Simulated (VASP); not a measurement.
Output of a VASP run:

### OUTCAR
```
 ion  position               nearest neighbor table
   1  0.000  0.000  0.000-
  LATTYP: Found a body centered cubic cell.
 ALAT       =     4.5800000000
 Subroutine PRICEL returns:
 Original cell was already a primitive cell.
 Subroutine GETGRP returns: Found 48 space group operations
The static configuration has the point symmetry O_h .
The dynamic configuration has the point symmetry O_h .
 Subroutine INISYM returns: Found 48 space group operations
 Subroutine IBZKPT returns following result:
 Found     47 irreducible k-points:

 Following reciprocal coordinates:
            Coordinates               Weight
  0.000000  0.000000  0.000000      1.000000
  0.100000  0.000000  0.000000     12.000000
  0.200000  0.000000  0.000000     12.000000
  0.300000  0.000000  0.000000     12.000000
  0.400000  0.000000  0.000000     12.000000
  0.500000  0.000000  0.000000      6.000000
  0.100000  0.100000  0.000000     24.000000
  0.200000  0.100000 -0.000000     48.000000
  0.300000  0.100000  0.000000     48.000000
  0.400000  0.100000  0.000000     48.000000
  0.200000  0.200000  0.000000     24.000000
  0.300000  0.200000  0.000000     48.000000
  0.400000  0.200000  0.000000     24.000000
  0.300000  0.300000  0.000000     24.000000
  0.100000  0.100000  0.100000      8.000000
  0.200000  0.100000  0.100000     24.000000
  0.300000  0.100000  0.100000     24.000000
  0.400000  0.100000  0.100000     12.000000
 -0.100000  0.100000  0.100000      6.000000
  0.200000  0.200000  0.100000     24.000000
  0.300000  0.200000  0.100000     48.000000
 -0.200000  0.200000  0.100000     24.000000
  0.300000  0.300000  0.100000      8.000000
 -0.300000  0.300000  0.100000     24.000000
 -0.200000  0.300000  0.100000     24.000000
 -0.400000  0.400000  0.100000     24.000000
 -0.300000  0.400000  0.100000     48.000000
  0.500000  0.500000  0.100000     12.000000
 -0.400000  0.500000  0.100000     48.000000
 -0.300000  0.500000  0.100000     24.000000
 -0.400000 -0.400000  0.100000     24.000000
  0.200000  0.200000  0.200000      8.000000
  0.300000  0.200000  0.200000     12.000000
 -0.200000  0.200000  0.200000      6.000000
 -0.300000  0.300000  0.200000     24.000000
 -0.400000  0.400000  0.200000     24.000000
 -0.300000  0.400000  0.200000     24.000000
  0.500000  0.500000  0.200000     12.000000
 -0.400000  0.500000  0.200000     48.000000
 -0.400000 -0.400000  0.200000      8.000000
   k-points           NKPTS =     47   k-points in BZ     NKDIM =     47   number of bands    NBANDS=      8
   number of dos      NEDOS =    301   number of ions     NIONS =      1
   total plane-waves  NPLWV =  21952
   dimension x,y,z NGX =    28 NGY =   28 NGZ =   28
   dimension x,y,z NGXF=    56 NGYF=   56 NGZF=   56
   ions per type =               1
   PREC   = accura    normal or accurate (medium, high low for compatibility)
   ISTART =      0    job   : 0-new  1-cont  2-samecut
   ICHARG =      2    charge: 1-file 2-atom 10-const
   ISPIN  =      1    spin polarized calculation?
   LNONCOLLINEAR =      F non collinear calculations
   LSORBIT =      F    spin-orbit coupling
   INIWAV =      1    electr: 0-lowe 1-rand  2-diag
   ENCUT  =  400.0 eV  29.40 Ry    5.42 a.u.   6.47  6.47  6.47*2*pi/ulx,y,z
   NELM   =    100;   NELMIN=  2; NELMDL= -5     # of ELM steps
   EDIFF  = 0.1E-05   stopping-criterion for ELM
   LREAL  =      F    real-space projection
   NLSPLINE    = F    spline interpolate recip. space projectors
   LMAXMIX     =    6 max onsite mixed and CHGCAR
   VOSKOWN=      0    Vosko Wilk Nusair interpolation
   EDIFFG = 0.1E-04   stopping-criterion for IOM
   NSW    =      0    number of steps for IOM
   NBLOCK =      1;   KBLOCK =      1    inner block; outer block
   IBRION =     -1    ionic relax: 0-MD 1-quasi-New 2-CG
   NFREE  =      0    steps in history (QN), initial steepest desc. (CG)
...
```

File OSZICAR:
```
       N       E                     dE             d eps       ncg     rms          rms(c)
DAV:   1     0.569126125611E+01    0.56913E+01   -0.34749E+03   808   0.668E+02
DAV:   2    -0.173969896364E+01   -0.74310E+01   -0.72799E+01  1224   0.917E+01
DAV:   3    -0.182903989083E+01   -0.89341E-01   -0.82766E-01   920   0.687E+00
DAV:   4    -0.183042488366E+01   -0.13850E-02   -0.13851E-02  1328   0.122E+00
DAV:   5    -0.183042887936E+01   -0.39957E-05   -0.39957E-05   912   0.368E-02    0.641E+00
DAV:   6    -0.184198954549E+01   -0.11561E-01   -0.14982E-03  1192   0.400E-01    0.382E+00
DAV:   7    -0.184847543081E+01   -0.64859E-02   -0.36910E-03  1120   0.600E-01    0.558E-02
DAV:   8    -0.184851172394E+01   -0.36293E-04   -0.11553E-04  1328   0.894E-02    0.151E-02
DAV:   9    -0.184851812635E+01   -0.64024E-05   -0.70532E-06  1112   0.211E-02    0.545E-03
DAV:  10    -0.184851790603E+01    0.22032E-06   -0.15638E-06  1056   0.991E-03
   1 F= -.18485179E+01 E0= -.18484120E+01  d E =-.317747E-03
```

### OUTCAR
```
------------------------ aborting loop because EDIFF is reached ----------------------------------------
  FORCE on cell =-STRESS in cart. coord.  units (eV):
  Direction    XX          YY          ZZ          XY          YZ          ZX
  --------------------------------------------------------------------------------------
  Total       -0.2786070     -0.2786070     -0.2786070     -0.0000000     -0.0000000      0.0000000
  in kB       -9.2925760     -9.2925760     -9.2925760     -0.0000000     -0.0000000      0.0000000
  external PRESSURE =      -9.2925760 kB  Pullay stress =       0.0000000 kB
  volume of cell :       48.04
      direct lattice vectors                 reciprocal lattice vectors
    -2.290000000  2.290000000  2.290000000     0.000000000  0.218340611  0.218340611
     2.290000000 -2.290000000  2.290000000     0.218340611  0.000000000  0.218340611
     2.290000000  2.290000000 -2.290000000     0.218340611  0.218340611  0.000000000
 POSITION                                       TOTAL-FORCE (eV/Angst)
 -----------------------------------------------------------------------------------
      0.00000      0.00000      0.00000        -0.000000     -0.000000      0.000000
 -----------------------------------------------------------------------------------
    total drift:                               -0.000000      0.000000      0.000000
  FREE ENERGIE OF THE ION-ELECTRON SYSTEM (eV)
  ---------------------------------------------------
  free  energy   TOTEN  =        -1.8485179060 eV

  energy  without entropy=       -1.8482001588  energy(sigma->0) =       -1.84841199
```
(Selected blocks of OUTCAR.)

### POSCAR
```
Eu
1
   -2.2900000000     2.2900000000     2.2900000000
    2.2900000000    -2.2900000000     2.2900000000
    2.2900000000     2.2900000000    -2.2900000000
Eu
1
Direct
  0.0000000000   0.0000000000   0.0000000000
```

Problem. Reconstruct the remaining input files.

Solution. Several could match; the one computed here: the input of the run itself, PBE GGA, plane waves, VASP's PBE PAW potentials (set 64).

**INCAR**
```
ALGO = Normal
EDIFF = 1E-6
ENCUT = 400
GGA = PE
ISIF = 2
ISMEAR = 1
LASPH = .TRUE.
LCHARG = .FALSE.
LMAXMIX = 6
LREAL = .FALSE.
LWAVE = .FALSE.
NELM = 100
PREC = Accurate
SIGMA = 0.1
SYSTEM = Eu
```

KPOINTS:
```
Automatic mesh
0
Gamma
10 10 10
0 0 0
```

POTCAR, in this order: Eu_2 (PBE.64 set). Program: vasp_std.

The 4f electrons are frozen in the core of the lanthanide potential, so 4f levels, which can set the real gap, and their magnetism are missing.

The compound is Eu in the bcc structure. The cell was not relaxed at this level.
